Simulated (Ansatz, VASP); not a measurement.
**Two plane-wave programs on Cd3AgS4**

```
Cd Ag S
1.0
     5.45251    0.00000    0.00000
     0.00000    5.45251    0.00000
     0.00000    0.00000    5.45251
Cd Ag S
3 1 4
Direct
  0.50000 0.50000 0.00000
  0.50000 0.00000 0.50000
  0.00000 0.50000 0.50000
  0.00000 0.00000 0.00000
  0.50000 0.50000 0.50000
  0.00000 0.00000 0.50000
  0.00000 0.50000 0.00000
  0.50000 0.00000 0.00000
```

Alike in both runs: functional PBE; k mesh 4 × 4 × 4; occupations gaussian, width 0.1 eV; no spin polarisation.

Ansatz relaxed the structure, and its values are those at the end. VASP's run is a single point on that final structure, the one shown.

|  | VASP | Ansatz |
| --- | --- | --- |
| version | VASP 6.6.1 | Ansatz 0.2.0 |
| potentials or method | VASP PAW PBE potentials, release 64 (Cd, Ag, S) | scalar-relativistic, plane waves, PAW |
| plane-wave cutoff (eV) | 520 | 420 |
| valence electrons in the cell | 71 | 103 |

Ansatz gave:

```
gap on the k mesh at the Fermi level (eV) : none
pressure (GPa)                            : -0.2
```

Task: Which values does VASP return?

Result: gap on the k mesh at the Fermi level (eV): none; pressure (GPa): 0.1.

A gap of «none» marks a metal or a gap that the smearing closes. The two sets of potentials don't hold the same shells in valence.
